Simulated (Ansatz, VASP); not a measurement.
## Se (Selenium): VASP beside Ansatz

One calculation is typed for both programs; each brings its own data sets. How far apart do they land? The cell is taken from a series of runs on this material, whose earlier steps may have relaxed, scaled, displaced or heated it; both programs get it as it stands.

Method: plane waves, with VASP 6.6.1 beside it; relaxation of cell and atoms at PBEsol, in Ansatz 0.2.0.

### 1. The starting structure

The structure is trigonal, space group P3_121 (No. 152). Conventional cell: a = 4.039 Å, b = 4.039 Å, c = 5.119 Å, α = 90.00°, β = 90.00°, γ = 120.00°. Nearest to Se lie 2 Se at 2.44 Å.

### 2. VASP: relaxation of cell and atoms, PBEsol

The relaxed volume is the usual yardstick between codes: in a stiff, nearly cubic crystal its relative difference is about their pressure difference at one cell divided by the bulk modulus.

Lines of VASP's logs that name or quote its potential files are left out, and so is its time.

Contents of INCAR:

```
SYSTEM = Se
PREC = Accurate
ENCUT = 500
EDIFF = 1E-07
NELM = 120
ISMEAR = 0
SIGMA = 0.02
LREAL = .FALSE.
ALGO = Normal
GGA = PS
NBANDS = 15
LORBIT = 11
LWAVE = .FALSE.
LCHARG = .FALSE.
ISIF = 3
IBRION = 2
NSW = 80
EDIFFG = -0.005
LASPH = .TRUE.
GGA_COMPAT = .FALSE.
NELMIN = 4
EFERMI = MIDGAP
KPAR = 2
```

Contents of POSCAR:

```
Se
1.0
    4.0389750000      0.0000000000      0.0000000000
   -2.0194870000      3.4978550000      0.0000000000
    0.0000000000      0.0000000000      5.1188080000
Se
3
Direct
    0.2488314486      0.0000000000      0.3333332682
    0.9999999225      0.2488313552      0.6666667318
    0.7511686289      0.7511686448      0.0000000000
```

Contents of KPOINTS:

```
Automatic mesh
0
Gamma
9 9 6
0 0 0
```

PAW data sets: Se (PBE family, release 64).

Command:

```
mpirun -np 2 vasp_std
```

Numbers of over 12 decimals in the logs are rounded to 6 here.

The log of the run:

```text
[banner, memory and clock lines left out]
running    2 mpi-ranks, on    1 nodes
 distrk:  each k-point on    1 cores,    2 groups
 distr:  one band on    1 cores,    1 groups

 POSCAR found type information on POSCAR Se
 POSCAR found :  1 types and       3 ions
|                                                                             |
|               ----> ADVICE to this user running VASP <----                  |
|                                                                             |
|     You enforced a specific xc type in the INCAR file but a different       |
|     [... a line on the potential file left out ...]
|     I HOPE YOU KNOW WHAT YOU ARE DOING!                                     |
|                                                                             |

 LDA part: xc-table for (Slater+PW92), standard interpolation
 POSCAR, INCAR and KPOINTS ok, starting setup
 FFT: planning ... GRIDC
 FFT: planning ... GRID_SOFT
 FFT: planning ... GRID
 WAVECAR not read
 entering main loop
       N       E                     dE             d eps       ncg     rms          rms(c)
DAV:   1     0.773123920983E+02    0.77312E+02   -0.71734E+03  1860   0.975E+02
DAV:   2    -0.684708720192E+01   -0.84159E+02   -0.79995E+02  2505   0.161E+02
DAV:   3    -0.116039196028E+02   -0.47568E+01   -0.47384E+01  2266   0.434E+01
DAV:   4    -0.116349305740E+02   -0.31011E-01   -0.31005E-01  2448   0.415E+00
DAV:   5    -0.116351288900E+02   -0.19832E-03   -0.19831E-03  2357   0.324E-01    0.708E+00
DAV:   6    -0.115807375930E+02    0.54391E-01   -0.30426E-02  2266   0.115E+00    0.435E+00
DAV:   7    -0.115611617819E+02    0.19576E-01   -0.59817E-02  2084   0.157E+00    0.181E-01
DAV:   8    -0.115603323462E+02    0.82944E-03   -0.91061E-03  2056   0.605E-01    0.975E-02
DAV:   9    -0.115603727092E+02   -0.40363E-04   -0.23122E-04  2637   0.109E-01    0.313E-02
DAV:  10    -0.115603736658E+02   -0.95657E-06   -0.26669E-05  2259   0.360E-02    0.605E-03
DAV:  11    -0.115603739336E+02   -0.26781E-06   -0.59725E-06  2602   0.149E-02    0.411E-03
DAV:  12    -0.115603737329E+02    0.20075E-06   -0.11752E-06  2266   0.693E-03    0.103E-03
DAV:  13    -0.115603736731E+02    0.59772E-07   -0.12947E-07  1728   0.216E-03
   1 F= -.11560374E+02 E0= -.11560374E+02  d E =-.115604E+02
 curvature:   0.00 expect dE= 0.000E+00 dE for cont linesearch  0.000E+00
 trial: gam= 0.00000 g(F)=  0.112E-03 g(S)=  0.346E-03 ort = 0.000E+00 (trialstep = 0.100E+01)
 search vector abs. value=  0.459E-03
 bond charge predicted
       N       E                     dE             d eps       ncg     rms          rms(c)
DAV:   1    -0.115609828784E+02   -0.60915E-03   -0.21600E-02  1888   0.832E-01    0.138E-01
DAV:   2    -0.115605798567E+02    0.40302E-03   -0.84872E-04  2406   0.180E-01    0.747E-02
DAV:   3    -0.115604106223E+02    0.16923E-03   -0.47270E-04  2056   0.112E-01    0.163E-02
DAV:   4    -0.115604107575E+02   -0.13512E-06   -0.67394E-06  2420   0.170E-02    0.997E-03
DAV:   5    -0.115604104241E+02    0.33336E-06   -0.60652E-07  2308   0.530E-03    0.146E-03
DAV:   6    -0.115604104228E+02    0.12543E-08   -0.51507E-08  1462   0.147E-03
   2 F= -.11560410E+02 E0= -.11560410E+02  d E =-.367497E-04
 trial-energy change:   -0.000037  1 .order   -0.000042   -0.000459    0.000374
 step:   0.5408(harm=  0.5509)  dis= 0.00073  next Energy=   -11.560497 (dE=-0.123E-03)
 bond charge predicted
       N       E                     dE             d eps       ncg     rms          rms(c)
DAV:   1    -0.115606143813E+02   -0.20396E-03   -0.45661E-03  1888   0.383E-01    0.637E-02
DAV:   2    -0.115605301464E+02    0.84235E-04   -0.17870E-04  2399   0.826E-02    0.343E-02
DAV:   3    -0.115604964029E+02    0.33744E-04   -0.99846E-05  2035   0.513E-02    0.748E-03
DAV:   4    -0.115604966314E+02   -0.22852E-06   -0.14182E-06  2441   0.780E-03    0.459E-03
DAV:   5    -0.115604968262E+02   -0.19482E-06   -0.12173E-07  1693   0.243E-03    0.624E-04
DAV:   6    -0.115604968351E+02   -0.89346E-08   -0.14407E-08  1112   0.863E-04
   3 F= -.11560497E+02 E0= -.11560497E+02  d E =-.123162E-03
 curvature:  -0.28 expect dE=-0.197E-05 dE for cont linesearch -0.261E-07
 trial: gam= 0.00121 g(F)=  0.338E-05 g(S)=  0.377E-05 ort = 0.659E-05 (trialstep = 0.908E+00)
 search vector abs. value=  0.716E-05
 reached required accuracy - stopping structural energy minimisation
```

Parts of OUTCAR (step 2):

```text
ion  position               nearest neighbor table
   1  0.249  0.000  0.333-   3 2.44   2 2.44
   2  1.000  0.249  0.667-   3 2.44   1 2.44
   3  0.751  0.751  0.000-   2 2.44   1 2.44

  LATTYP: Found a hexagonal cell.
 ALAT       =     4.0389750000
 C/A-ratio  =     1.2673532270

 Subroutine GETGRP returns: Found  6 space group operations
 (whereof  2 operations were pure point group operations)

The static configuration has the point symmetry C_2 .
 The point group associated with its full space group is D_3 .

 Found     62 irreducible k-points:

   k-points           NKPTS =     62   k-points in BZ     NKDIM =     62   number of bands    NBANDS=     15

   dimension x,y,z NGX =    30 NGY =   30 NGZ =   40
   dimension x,y,z NGXF=    60 NGYF=   60 NGZF=   80

   ENCUT  =  500.0 eV  36.75 Ry    6.06 a.u.   7.36  7.36  9.33*2*pi/ulx,y,z

   NELECT =      18.0000    total number of electrons

 k-points in reciprocal lattice and weights: Automatic mesh
   0.00000000  0.00000000  0.00000000       0.002
   0.11111111  0.00000000  0.00000000       0.012
   0.22222222  0.00000000  0.00000000       0.012
   0.33333333  0.00000000  0.00000000       0.012
   0.44444444  0.00000000  0.00000000       0.012
   0.11111111  0.11111111  0.00000000       0.012
   0.22222222  0.11111111  0.00000000       0.025
   0.33333333  0.11111111  0.00000000       0.025
   0.44444444  0.11111111  0.00000000       0.012
[...]
0.33333333  0.22222222  0.50000000       0.025
   0.33333333  0.33333333  0.50000000       0.004

 average (electrostatic) potential at core
       1 -55.0941       2 -55.0941       3 -55.0942

 E-fermi :   3.9516

 k-point     1 :       0.0000    0.0000    0.0000
  band No.  band energies     occupation
    ...
      5       0.2792      2.00000
      6       0.2792      2.00000
      7       1.8238      2.00000
      8       1.8238      2.00000
      9       3.1719      2.00000
     10       5.1549      0.00000
     11       5.1549      0.00000
     12       5.7555      0.00000
     13       9.9872      0.00000
     14       9.9872      0.00000
    ...

 k-point     2 :       0.1111    0.0000    0.0000
  band No.  band energies     occupation
    ...
      5      -0.0795      2.00000
      6       0.2650      2.00000
      7       1.9793      2.00000
      8       2.3266      2.00000
      9       3.1433      2.00000
     10       4.9668      0.00000
     11       5.1282      0.00000
     12       5.7528      0.00000
     13       9.8385      0.00000
     14       9.8936      0.00000
    ...

 k-point     3 :       0.2222    0.0000    0.0000
  band No.  band energies     occupation
    ...
      5      -0.6093      2.00000
      6      -0.0061      2.00000
      7       2.0614      2.00000
      8       2.4289      2.00000
      9       2.8756      2.00000
     10       5.0851      0.00000
     11       5.2414      0.00000
     12       6.0335      0.00000
     13       9.1375      0.00000
     14      10.0909      0.00000
    ...

  Total       -0.0104707     -0.0104707      0.0038821     -0.0000000     -0.0000000     -0.0000000
  in kB       -0.2314938     -0.2314938      0.0858270     -0.0000000     -0.0000000     -0.0000000
  external PRESSURE =      -0.1257202 kB  Pullay stress =       0.0000000 kB

  energy-cutoff  :      500.00
  volume of cell :       72.47
      direct lattice vectors                 reciprocal lattice vectors
     4.041096874  0.000000000  0.000000000     0.247457567  0.142869656  0.000000000
    -2.020547937  3.499692597 -0.000000000    -0.000000000  0.285739382  0.000000000
     0.000000000  0.000000000  5.124120960    -0.000000000  0.000000000  0.195155424

 POSITION                                       TOTAL-FORCE (eV/Angst)
 -----------------------------------------------------------------------------------
      1.00628      0.00000      1.70804         0.004831      0.000000      0.000000
      3.53796      0.87146      3.41608        -0.002415      0.004184     -0.000000
      1.51741      2.62823      5.12412        -0.002415     -0.004184     -0.000000
 -----------------------------------------------------------------------------------
    total drift:                                0.000080      0.000120      0.000004

  FREE ENERGIE OF THE ION-ELECTRON SYSTEM (eV)
  ---------------------------------------------------
  free  energy   TOTEN  =       -11.5604968351 eV

  energy  without entropy=      -11.5604968351  energy(sigma->0) =      -11.56049684

 reached required accuracy - stopping structural energy minimisation

 total charge
# of ion       s       p       d       tot
------------------------------------------
    1        1.525   2.131   0.057   3.713
    2        1.525   2.131   0.057   3.713
    3        1.525   2.131   0.057   3.713
--------------------------------------------------
tot          4.575   6.394   0.171  11.139

[... 3 further parts left out ...]
```

CONTCAR:

```
Se
   1.00000000000000
     4.0410968743917808    0.0000000003033108    0.0000000000000000
    -2.0205479366705408    3.4996925970457942   -0.0000000000000000
     0.0000000000000000    0.0000000000000000    5.1241209601917284
  Se
     3
Direct
     0.2490115862305480    0.0000000000000244    0.3333332682000005
     0.9999999225000166    0.2490114928305232    0.6666667317999995
     0.7509884912694353    0.7509885071694523    1.0000000000000000
```

The gap is read on the k-mesh alone, so it is an upper bound where the band edges lie off the mesh. The run keeps the 6 symmetry operations of its start, so it cannot find a distortion of lower symmetry.

### 3. Ansatz: relaxation of cell and atoms, PBEsol

Ansatz runs on its PAW soft_1 files.

The same cell, functional, mesh and smearing now go to Ansatz, which takes its cutoff from its data sets.

Contents of input.yaml:

```yaml
crystal:
  lattice:
    - [4.0389748883, 0.0, 0.0]
    - [-2.0194874441, 3.4978548585, 0.0]
    - [0.0, 0.0, 5.118808164]
  atoms:
    - { symbol: Se, position: [0.2488313564, 0.0, 0.3333333333] }
    - { symbol: Se, position: [0.0, 0.2488313564, 0.6666666667] }
    - { symbol: Se, position: [0.7511686436, 0.7511686436, 0.0] }
kpoints:
  mp_grid: { grid: [9, 9, 6] }
hamiltonian:
  xc: pbesol
  pseudopotentials: { kind: paw, azcp: { folder: soft_1 }, xc_functional: pbe }
scf:
  occupations: { method: gaussian, width: 0.02 }
output:
  forces: true
  stress: true
  eigenvalues: true
  write_density: true
  write_potential: true
  elf: true
  volumetric_format: npy
relax:
  adjacent_minimum: "off"
  f_tol: 0.005
  max_steps: 80
  cell: { stress_tol: 0.05 }
```

Command:

```
ansatz run input.yaml --threads 8 --pin off --max-ram 16384MiB --backend cpu --events-out ev --progress --plain --runs-dir out
```

The log of the run:

```text
Engine: ansatz 0.2.0, aarch64-unknown-linux-gnu
Pseudopotentials: kind: paw
Pseudopotential: Se, paw, valence charge 16, recommended cutoff 420 eV (normal), soft_1/Se.paw.azcp
Functional definition: PBEsol
  exchange = pbesol_x
  correlation = pbesol_c
Crystal: 3 atoms, lattice volume = 72.317 Å³
Basis set: ecut = 420 eV, 1409 PW (Γ), exchange–correlation on 54×54×72 points (8 copies of the dense FFT grid, shifted against one another)
Bands: 29, of which v1, the nominal top of the filled ones, is band 24 counted from 1 (23 counted from 0)
Symmetry: 6 space group operations
Space group: P3121 (ITA 152), of the structure as read, at distance tolerance 4.2e-5 Å
k-points: 62 of 486 (time reversal used)
Non-local potential: Se, projectors of the file, l = 0: 2, l = 1: 2, l = 2: 3, l = 3: 1
PAW form: soft (Blöchl's): semilocal exchange-correlation on the pseudo side does not see the compensation charge
PAW frozen core: Se, regenerated for the run's functional, and the local potential with it (the file was generated under x = pbe(κ = 0.804, μ = 0.219515), c = pbe(β = 0.066725))
PAW one-centre angular grid: Se, 590 points (default); XC on 64 Gauss nodes
Initial density: superposition of atomic densities (chi_scale 0.1, normalization cell)
Initial wavefunctions: pseudopotential atomic-orbital guess
Functional: x = pbesol(κ = 0.804, μ = 0.123457), c = pbesol(β = 0.046)
SCF iter   1: F=—  HF=-16272.717826 eV  |F-HF|=—  |Δ(HF+E_count)|=         —  Δρ=2.61e-2  dr2=2.89e-1  ethr=3.10e-3  ⟨swp⟩=6.5  Hψ=7415  notcnv=0
preconditioner: auto → Resta (q_TF=auto, 2.548 Å⁻¹)  ε∞=4.2  [insulator: Δε(μ)=0.578 eV  Ē_g=10.411 eV  σ=0.020 eV  W_gap=1.00  n_scr=22 (ndim 8)  ℏωp=18.5 eV  f_vac=0.018  D(μ)=0.00/eV (n_scr^D=0)  ε∞_Penn≈4.2]
SCF iter   2: F=—  HF=-16272.665316 eV  |F-HF|=—  |Δ(HF+E_count)|=   5.25e-2  Δρ=1.43e-2  dr2=8.74e-2  ethr=6.01e-4  ⟨swp⟩=2.0  Hψ=2542  notcnv=0  defer=62
SCF iter   3: F=—  HF=-16272.647516 eV  |F-HF|=—  |Δ(HF+E_count)|=   1.78e-2  Δρ=1.31e-3  dr2=7.75e-4  ethr=1.82e-4  ⟨swp⟩=2.0  Hψ=2447  notcnv=0  defer=62
SCF iter   4: F=—  HF=-16272.647856 eV  |F-HF|=—  |Δ(HF+E_count)|=   3.40e-4  Δρ=2.14e-4  dr2=3.05e-5  ethr=1.61e-6  ⟨swp⟩=2.0  Hψ=2480  notcnv=0  defer=62
SCF iter   5: F=—  HF=-16272.647893 eV  |F-HF|=—  |Δ(HF+E_count)|=   3.66e-5  Δρ=5.16e-5  dr2=2.02e-6  ethr=6.36e-8  ⟨swp⟩=2.0  Hψ=2147  notcnv=0  defer=62
SCF iter   6: F=—  HF=-16272.647895 eV  |F-HF|=—  |Δ(HF+E_count)|=   2.26e-6  Δρ=1.43e-5  dr2=1.13e-7  ethr=4.21e-9  ⟨swp⟩=2.0  Hψ=3224  notcnv=0  defer=62
SCF iter   7: F=-16272.647895 eV  HF=-16272.647895 eV  |F-HF|=3.09e-8  |Δ(HF+E_count)|=   2.46e-7  Δρ=7.34e-6  dr2=2.73e-8  ethr=2.08e-10  ⟨swp⟩=12.8  Hψ=15392  notcnv=0
SCF 1 converged in 7 iterations: F = -16272.647895 eV  dr2 = 2.73e-8
  greatest PAW one-centre occupation: 1.000 electrons in one spin orbital (limit 2), on the Se atom at site 2 (counted from 0), in its partial waves of l = 2
relax step   1: F+E_penalty+E_count = -16272.64789506 eV  Δ(F+E_penalty+E_count) = +0.000e0 eV  max|allowed force component| = 3.069e-3 eV/Å  Δτ_max = 0.0000 Å  P = -0.003 GPa  Ω = 72.317 Å³  (7 SCF iters, dr2 threshold 1.00e-7 eV, accepted)
Initial density: handed on by an earlier stage of this run
Initial wavefunctions: pseudopotential atomic-orbital guess (no wavefunctions were taken with the density)
iter 1 solved again at ethr=1.11e-7 eV; its pass at ethr=3.10e-3 eV (dr2=5.34e-5 eV) is discarded
SCF iter   1: F=—  HF=-16272.647885 eV  |F-HF|=—  |Δ(HF+E_count)|=         —  Δρ=7.31e-6  dr2=2.66e-8  ethr=1.11e-7  ⟨swp⟩=2.9  Hψ=11840  notcnv=0
preconditioner: auto → Resta (q_TF=auto, 2.548 Å⁻¹)  ε∞=4.2  [insulator: Δε(μ)=0.452 eV  Ē_g=10.396 eV  σ=0.020 eV  W_gap=1.00  n_scr=22 (ndim 8)  ℏωp=18.5 eV  f_vac=0.033  D(μ)=0.00/eV (n_scr^D=0)  ε∞_Penn≈4.2]
SCF iter   2: F=—  HF=-16272.647895 eV  |F-HF|=—  |Δ(HF+E_count)|=   1.02e-5  Δρ=4.66e-6  dr2=1.23e-8  ethr=5.54e-11  ⟨swp⟩=2.1  Hψ=3293  notcnv=0
SCF iter   3: F=—  HF=-16272.647895 eV  |F-HF|=—  |Δ(HF+E_count)|=   1.63e-8  Δρ=9.79e-7  dr2=9.71e-10  ethr=2.56e-11  ⟨swp⟩=2.0  Hψ=2352  notcnv=0
SCF iter   4: F=—  HF=-16272.647895 eV  |F-HF|=—  |Δ(HF+E_count)|=  5.84e-10  Δρ=5.13e-7  dr2=1.93e-10  ethr=2.02e-12  ⟨swp⟩=2.0  Hψ=3286  notcnv=0
SCF iter   5: F=-16272.647895 eV  HF=-16272.647895 eV  |F-HF|=3.64e-12  |Δ(HF+E_count)|=  1.27e-10  Δρ=1.39e-7  dr2=1.80e-11  ethr=1.00e-12  ⟨swp⟩=4.3  Hψ=8709  notcnv=0
SCF 2 converged in 5 iterations: F = -16272.647895 eV  dr2 = 1.80e-11
  greatest PAW one-centre occupation: 1.000 electrons in one spin orbital (limit 2), on the Se atom at site 0 (counted from 0), in its partial waves of l = 2
relax step   2: F+E_penalty+E_count = -16272.64789507 eV  Δ(F+E_penalty+E_count) = -5.894e-9 eV  max|allowed force component| = 3.064e-3 eV/Å  Δτ_max = 0.0000 Å  P = -0.003 GPa  Ω = 72.317 Å³  stress off target by 1.46e-2 GPa  SCF on the basis re-selected at this cell (its energy is not comparable with the rows above)  (5 SCF iters)
basis re-selected at this cell: Δ(F+E_penalty+E_count) = -5.894e-9 eV, ΔP = +0.000 GPa vs the last step (what re-selecting the basis moved, of the pressure what is left beyond the Pulay correction that the steps carried, after the strain that the cell walked since its last selection, with what the two solves' SCF thresholds leave and, on support functions, any second-order correction that the steps lacked; it is no m [...]
SCF converged after 5 iterations
Free energy (F): -16272.647895 eV
Harris-Foulkes:  -16272.647895 eV  (|F-HF|=3.64e-12)
Internal energy: -16272.647895 eV  (E = F + TS)
E sigma→0 (E₀):  -16272.647895 eV
Fermi energy:    8.318308 eV
--- Per-component energies (eV) ---
  E_band       = -1178.490414
  E_kinetic    = 328.466669
  E_local      = -7819.512125  (includes V_loc(G=0)·N_el)
  E_nonlocal   = -1055.496996
  E_hartree    = 4103.542762
  E_xc         = -251.954517
  E_vxc        = -268.653600  (∫ρ·V_xc dr)
  E_paw        = -6260.051836  (= ΣΔE_a)
  E_vpaw       = -570.378641  (= ΣTr[D̂ρ^β])
  E_aug_tail   = -0.001110  (compensation charges beyond the density's cutoff)
  E_ewald      = -5320.666097
  E_core_change = 3.025355  (= ΣΔE_core)
  E_smearing   = -0.000000  (= −TS)
  E_closure    = -0.000000  (closes the sum)
  Σ components = -16272.647895   (vs F -16272.647895, Δ=0.00e0)
--- Forces (eV/Å), atoms counted from 1 ---
  atom   1  Se    -0.00306372     0.00000000     0.00000000
  atom   2  Se     0.00153186    -0.00265326    -0.00000000
  atom   3  Se     0.00153186     0.00265326     0.00000000
  max |Σ_I F_I| component: 1.17e-17 eV/Å
--- Stress (GPa, compression-positive) ---
       -0.012086      -0.000000       0.000000
       -0.000000      -0.012086       0.000000
        0.000000       0.000000       0.014609
  P = ⅓ Tr σ = -0.0032 GPa (-0.032 kbar)
--- Band table (eV; the first three rows and the last of 62) ---
  k-point 0: bands = [... 20 lower, 4.6295, 6.1817, 6.1817, 7.5330, 9.5226, 9.5226, 10.1150, 14.3632, ... 1 higher]
  k-point 1: bands = [... 20 lower, 4.9701, 6.1656, 6.3517, 7.4348, 9.3152, 9.3500, 9.8120, 14.3163, ... 1 higher]
  k-point 2: bands = [... 20 lower, 5.0922, 6.3541, 6.5752, 7.1433, 8.9993, 9.0829, 9.2836, 13.8474, ... 1 higher]
  k-point 61: bands = [... 20 lower, 2.4926, 6.9202, 8.0921, 8.0921, 8.5439, 10.2655, 10.2655, 15.1590, ... 1 higher]
--- Relaxed structure (1 steps of the walk, 1 accepted, 1 SCFs on fresh bases) ---
  F+E_penalty+E_count = -16272.64789507 eV   max|allowed force component| = 3.064e-3 eV/Å   (the final SCF, on the basis selected at the relaxed cell)
  cell:  # Å, volume = 72.3172 Å³
    - [4.038975, -2.8867504251823117e-11, 0.0]
    - [-2.019487, 3.497855, 0.0]
    - [0.0, 0.0, 5.118808164]
  atoms:
    - { symbol: Se, position: [0.248831, 0, 0.333333] }
    - { symbol: Se, position: [2.7755575615628914e-17, 0.248831, 0.666667] }
    - { symbol: Se, position: [0.7511686436, 0.751169, 0.0] }
```

### 4. Side by side

Known differences besides the potentials themselves: the data sets hold 48 valence electrons in Ansatz (on its PAW soft_1 files) and 18 in VASP; the cutoff is 420 eV in Ansatz and 500 eV in VASP; Ansatz makes its cores anew for this functional, VASP keeps those of its PBE data sets; Ansatz adds a Pulay correction to the stress that steers its cell, VASP none. Total energies have different zeros and are not compared.

The two programs side by side:

| quantity | Ansatz | VASP | difference |
| --- | --- | --- | --- |
| volume (Å³) | 72.32 | 72.47 | -0.21 % |
| edge a after relaxation, in the typed setting (Å) | 4.039 | 4.041 | -0.05 % |
| edge c after relaxation, in the typed setting (Å) | 5.119 | 5.124 | -0.10 % |

### 5. What came out

| Property | Result |
| --- | --- |
| difference in volume (relaxation of cell and atoms, PBEsol) | -0.21 % |

What this shows: The difference in volume is -0.21 % (relaxation of cell and atoms, PBEsol), within the 1.2 % picked in this series as the mark of a large difference, as far as the stopping tolerances let one tell. The data sets hold unlike numbers of valence electrons (48 in Ansatz and 18 in VASP), so part of the differences comes from the potentials. 3 further runs of this series are not shown here. Such differences can come from data sets, numerical settings and the points named under the comparisons, not from the functional's error against experiment.

[Lines on the potential files, build, host, timing and source positions are cut from VASP's logs without a mark.]

[Logs are printed without paths, hosts, clocks, repeated set-up lines and the standing remarks that a program may print on its own settings, such as how far it seeks lower states.]

[Hosts, paths, dates, database ids (printed as entryN), source tags and the programs' standing remarks are cut or masked in the printed files.]
